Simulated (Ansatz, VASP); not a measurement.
# ZrTiS6: VASP beside Ansatz, part 2 of 2

Aim: how closely do two programs agree when they are given the same cell, functional and k mesh? The structure shown is the start of the Ansatz relaxation below; VASP solves that cell, so the two are compared at the walk's first step.

VASP 6.6.1 and Ansatz 0.2.0.

So far: The starting structure; Ansatz: relaxation, r2SCAN with D3(BJ).

### Step 3. VASP: single point, r2SCAN with D3(BJ), start cell

Level of this step: r2SCAN with D3(BJ), no spin polarisation; plane waves and PAW (S, Ti_sv, Zr_sv) (VASP).

The same cell, functional, mesh and smearing now go to VASP, with its own data sets.

Lines of VASP's logs that name or quote its potential files are left out, and so is its time.

INCAR reads:

```
SYSTEM = ZrTiS6
PREC = Accurate
ENCUT = 440
EDIFF = 1E-06
NELM = 120
ISMEAR = -1
SIGMA = 0.02
LREAL = .FALSE.
ALGO = Normal
METAGGA = R2SCAN
IVDW = 12
VDW_S6 = 1
VDW_S8 = 0.78981345
VDW_A1 = 0.49484001
VDW_A2 = 5.73083694
LASPH = .TRUE.
NBANDS = 38
LORBIT = 11
LWAVE = .FALSE.
LCHARG = .FALSE.
ISIF = 2
LDIPOL = .TRUE.
IDIPOL = 3
DIPOL = 0.5 0.5 0.503
LVHAR = .TRUE.
GGA_COMPAT = .FALSE.
EFERMI = MIDGAP
NELMDL = -8
LMIXTAU = .TRUE.
KPAR = 2
```

POSCAR reads:

```
ZrTiS6
1.0
    5.1198970000      0.0000000000      0.0000000000
    0.0000000000      3.5359160000      0.0000000000
    0.0000000000      0.0000000000     20.8175300000
S Ti Zr
6 1 1
Direct
    0.7486566624      0.0000000000      0.6397267111
    0.1436538665      0.0000000000      0.6393445812
    0.4466968769      0.5000000000      0.5280606777
    0.9463706008      0.0000000000      0.4838907882
    0.2429548876      0.5000000000      0.3614803005
    0.6456266601      0.5000000000      0.3602732889
    0.9456590631      0.5000000000      0.5685003456
    0.4467316432      0.0000000000      0.4380703667
```

KPOINTS reads:

```
Automatic mesh
0
Gamma
4 6 1
0 0 0
```

Potentials, in the order of the species: S, Ti_sv and Zr_sv (PBE family, release 64).

Launch:

```
$ mpirun -np 2 vasp_std
```

Numbers of over 12 decimals in the logs are rounded to 6 here.

Log:

```text
[banner, memory and clock lines left out]
running    2 mpi-ranks, on    1 nodes
 distrk:  each k-point on    1 cores,    2 groups
 distr:  one band on    1 cores,    1 groups

 POSCAR found type information on POSCAR S TiZr
 POSCAR found :  3 types and       8 ions
|                                                                             |
|               ----> ADVICE to this user running VASP <----                  |
|                                                                             |
|     You enforced a specific xc type in the INCAR file but a different       |
|     [... a line on the potential file left out ...]
|     I HOPE YOU KNOW WHAT YOU ARE DOING!                                     |
|                                                                             |

 LDA part: xc-table for (None), standard interpolation
 POSCAR, INCAR and KPOINTS ok, starting setup
 FFT: planning ... GRIDC
 FFT: planning ... GRID_SOFT
 FFT: planning ... GRID
 WAVECAR not read
 entering main loop
       N       E                     dE             d eps       ncg     rms          rms(c)
DAV:   1     0.489517575291E+03    0.48952E+03   -0.24789E+04  1008   0.118E+03
DAV:   2    -0.439362984184E+02   -0.53345E+03   -0.52166E+03  1154   0.324E+02
DAV:   3    -0.108687151990E+03   -0.64751E+02   -0.64226E+02  1288   0.110E+02
DAV:   4    -0.114858433759E+03   -0.61713E+01   -0.61463E+01  1616   0.286E+01
DAV:   5    -0.115362500399E+03   -0.50407E+00   -0.50394E+00  1336   0.586E+00
DAV:   6    -0.115373612457E+03   -0.11112E-01   -0.11111E-01  1424   0.117E+00
DAV:   7    -0.115374180996E+03   -0.56854E-03   -0.56853E-03  1432   0.196E-01
DAV:   8    -0.115374195197E+03   -0.14201E-04   -0.14201E-04  1496   0.340E-02    0.289E+01
DAV:   9    -0.105347455107E+03    0.10027E+02   -0.34559E+01  1364   0.379E+01    0.188E+01
DAV:  10    -0.102881625229E+03    0.24658E+01   -0.33947E+01  1336   0.365E+01    0.113E+01
DAV:  11    -0.994262507408E+02    0.34554E+01   -0.35941E+00  1222   0.141E+01    0.340E+00
DAV:  12    -0.100453957136E+03   -0.10277E+01   -0.10671E+00  1362   0.781E+00    0.238E+00
DAV:  13    -0.985186178436E+02    0.19353E+01   -0.54385E-01  1148   0.528E+00    0.589E-01
DAV:  14    -0.982963943956E+02    0.22222E+00   -0.57563E-02  1094   0.189E+00    0.415E-01
[...]
DAV:  94    -0.937938472472E+02   -0.48194E-04   -0.34578E-06   852   0.114E-02    0.420E-03
DAV:  95    -0.937939164022E+02   -0.69155E-04   -0.10956E-05   840   0.188E-02    0.367E-03
DAV:  96    -0.937939380578E+02   -0.21656E-04   -0.16349E-06   794   0.741E-03    0.301E-03
DAV:  97    -0.937939513565E+02   -0.13299E-04   -0.10965E-06   634   0.657E-03    0.270E-03
DAV:  98    -0.937939564039E+02   -0.50473E-05   -0.44750E-07   582   0.438E-03    0.241E-03
DAV:  99    -0.937939742939E+02   -0.17890E-04   -0.25781E-06   886   0.876E-03    0.185E-03
DAV: 100    -0.937939813049E+02   -0.70110E-05   -0.29066E-06   868   0.958E-03    0.123E-03
DAV: 101    -0.937939820919E+02   -0.78699E-06   -0.52450E-07   612   0.562E-03
   1 F= -.94831415E+02 E0= -.94831415E+02  d E =-.150221E-10
```

From OUTCAR (step 3):

```text
ion  position               nearest neighbor table
   1  0.749  0.000  0.640-   2 2.02   7 2.52   7 2.52
   2  0.144  0.000  0.639-   1 2.02   7 2.52   7 2.52
   3  0.447  0.500  0.528-   8 2.58   8 2.58   7 2.69   7 2.70
   4  0.946  0.000  0.484-   7 2.50   7 2.50   8 2.73   8 2.73
   5  0.243  0.500  0.361-   6 2.06   8 2.60   8 2.60
   6  0.646  0.500  0.360-   5 2.06   8 2.60   8 2.60
   7  0.946  0.500  0.569-   4 2.50   4 2.50   2 2.52   2 2.52   1 2.52   1 2.52   3 2.69   3 2.70

  LATTYP: Found a simple orthorhombic cell.
 ALAT       =     3.5359160000
 B/A-ratio  =     1.4479690694
 C/A-ratio  =     5.8874503806

 Subroutine GETGRP returns: Found  2 space group operations
 (whereof  2 operations were pure point group operations)

The static configuration has the point symmetry C_1h.

 Found     12 irreducible k-points:

   k-points           NKPTS =     12   k-points in BZ     NKDIM =     12   number of bands    NBANDS=     38

   dimension x,y,z NGX =    36 NGY =   24 NGZ =  144
   dimension x,y,z NGXF=    72 NGYF=   48 NGZF=  288

   ENCUT  =  440.0 eV  32.34 Ry    5.69 a.u.   8.76  6.05 35.61*2*pi/ulx,y,z

   NELECT =      60.0000    total number of electrons

 k-points in reciprocal lattice and weights: Automatic mesh
   0.00000000  0.00000000  0.00000000       0.042
   0.25000000  0.00000000  0.00000000       0.083
   0.50000000  0.00000000  0.00000000       0.042
   0.00000000  0.16666667  0.00000000       0.083
   0.25000000  0.16666667  0.00000000       0.167
   0.50000000  0.16666667  0.00000000       0.083
   0.00000000  0.33333333  0.00000000       0.083
   0.25000000  0.33333333  0.00000000       0.167
   0.50000000  0.33333333  0.00000000       0.083
   0.00000000  0.50000000  0.00000000       0.042
   0.25000000  0.50000000  0.00000000       0.083
   0.50000000  0.50000000  0.00000000       0.042

 dipolmoment           0.000000      0.000000     -0.024918 electrons x Angstroem

 average (electrostatic) potential at core
       1 -95.9077       2 -95.9120       3 -94.6235       4 -94.7405       5 -95.5733
       6 -95.5644       7 -87.2009       8 -90.0629

 E-fermi :  -0.7940

 k-point     1 :       0.0000    0.0000    0.0000
  band No.  band energies     occupation
    ...
     26      -1.9101      2.00000
     27      -1.8466      2.00000
     28      -1.5215      2.00000
     29      -1.4965      2.00000
     30      -1.2415      2.00000
     31      -0.3465      0.00000
     32       0.2268      0.00000
     33       1.2270      0.00000
     34       1.2816      0.00000
     35       1.5954      0.00000
    ...

 k-point     2 :       0.2500    0.0000    0.0000
  band No.  band energies     occupation
    ...
     26      -2.3702      2.00000
     27      -1.9413      2.00000
     28      -1.8070      2.00000
     29      -1.6239      2.00000
     30      -1.3851      2.00000
     31      -0.2243      0.00000
     32       0.3092      0.00000
     33       0.6690      0.00000
     34       1.4123      0.00000
     35       1.5359      0.00000
    ...

 k-point     3 :       0.5000    0.0000    0.0000
  band No.  band energies     occupation
    ...
     26      -2.9238      2.00000
     27      -2.1119      2.00000
     28      -1.9900      2.00000
     29      -1.5645      2.00000
     30      -1.5407      2.00000
     31      -0.1659      0.00000
     32       0.1668      0.00000
     33       0.4835      0.00000
     34       0.5639      0.00000
     35       1.3939      0.00000
    ...

 Edisp (eV)   -1.03743

  Total      -0.99158    -1.07022    -0.76576     0.00000     0.00000     0.01678
  in kB      -4.21548    -4.54981    -3.25546     0.00000     0.00000     0.07135
  external pressure =       -4.01 kB  Pullay stress =        0.00 kB

  energy-cutoff  :      440.00
  volume of cell :      376.87
      direct lattice vectors                 reciprocal lattice vectors
     5.119897000  0.000000000  0.000000000     0.195316429  0.000000000  0.000000000
     0.000000000  3.535916000  0.000000000     0.000000000  0.282812148  0.000000000
     0.000000000  0.000000000 20.817530000     0.000000000  0.000000000  0.048036439

 POSITION                                       TOTAL-FORCE (eV/Angst)
 -----------------------------------------------------------------------------------
      3.83304      0.00000     13.31753        -0.028395      0.000000     -0.047245
      0.73549      0.00000     13.30957         0.032101      0.000000     -0.034059
      2.28704      1.76796     10.99292        -0.003229      0.000000     -0.002847
      4.84532      0.00000     10.07341         0.001474      0.000000      0.040347
      1.24390      1.76796      7.52513         0.012091      0.000000      0.046072
      3.30554      1.76796      7.50000        -0.005079      0.000000      0.074479
      4.84168      1.76796     11.83477         0.002581      0.000000     -0.049933
      2.28722      0.00000      9.11954        -0.011542      0.000000     -0.026815
 -----------------------------------------------------------------------------------
    total drift:                               -0.004196      0.000000      0.004485

  FREE ENERGIE OF THE ION-ELECTRON SYSTEM (eV)
  ---------------------------------------------------
  free  energy   TOTEN  =       -94.8314146459 eV

  energy  without entropy=      -94.8314146459  energy(sigma->0) =      -94.83141465

 vacuum level on the upper side and lower side of the slab         4.555         4.804

 total charge
# of ion       s       p       d       tot
------------------------------------------
    1        1.361   2.335   0.000   3.696
    2        1.361   2.336   0.000   3.696
    3        1.324   2.452   0.000   3.777
    4        1.321   2.451   0.000   3.772
    5        1.357   2.354   0.000   3.711
    6        1.357   2.352   0.000   3.709
    7        2.150   6.139   1.772  10.061
    8        2.150   6.013   1.485   9.648
--------------------------------------------------
tot         12.380  26.433   3.257  42.070

[... 3 further parts left out ...]
```

This run has no spin polarisation, so a moment on Ti, if there is one, isn't seen.

### Step 4. Differences

Known differences besides the potentials themselves: VASP keeps PBE cores, Ansatz makes them for the functional; the cutoff is 500 eV in Ansatz and 440 eV in VASP; in our runs with r2SCAN, forces from VASP's data set Ti_sv part from Ansatz's all-electron ones, so neither program is the reference here. Total energies have different zeros and are not compared.

Forces (eV/Å; atoms numbered as in POSCAR):

| atom | Ansatz x, y, z | VASP x, y, z |
| --- | --- | --- |
| S1 | -0.156, 0.000, -0.059 | -0.028, 0.000, -0.047 |
| S2 | 0.160, 0.000, -0.047 | 0.032, 0.000, -0.034 |
| S3 | -0.003, 0.000, 0.008 | -0.003, 0.000, -0.003 |
| S4 | 0.001, 0.000, 0.049 | 0.001, 0.000, 0.040 |
| S5 | -0.114, 0.000, 0.047 | 0.012, 0.000, 0.046 |
| S6 | 0.120, 0.000, 0.073 | -0.005, 0.000, 0.074 |
| Ti7 | 0.005, 0.000, -0.045 | 0.003, 0.000, -0.050 |
| Zr8 | -0.012, 0.000, -0.026 | -0.012, 0.000, -0.027 |

The forces differ by 52 meV/Å r.m.s., which is 189.5 % of the r.m.s. force of 0.027 eV/Å (both taken over all components). With vacuum in the cell, a pressure given here is an average over mostly empty space and none of the material.

### Step 5. What came out

| Item | Value |
| --- | --- |
| r.m.s. force difference (single point, r2SCAN with D3(BJ), start cell) | 52 meV/Å |

**Reading.** The r.m.s. force difference is 52 meV/Å (single point, r2SCAN with D3(BJ), start cell), beyond the 12 meV/Å picked in this series as the mark of a large difference. What causes the difference of the single point, r2SCAN with D3(BJ), start cell pair stays open here. How closely two codes agree says nothing of how well the functional describes the real material.

[Lines on the potential files, build, host, timing and source positions are cut from VASP's logs without a mark.]

[Logs are printed without paths, hosts, clocks, repeated set-up lines and the standing remarks that a program may print on its own settings, such as how far it seeks lower states.]

[Hosts, paths, dates, database ids (printed as entryN), source tags and the programs' standing remarks are cut or masked in the printed files.]
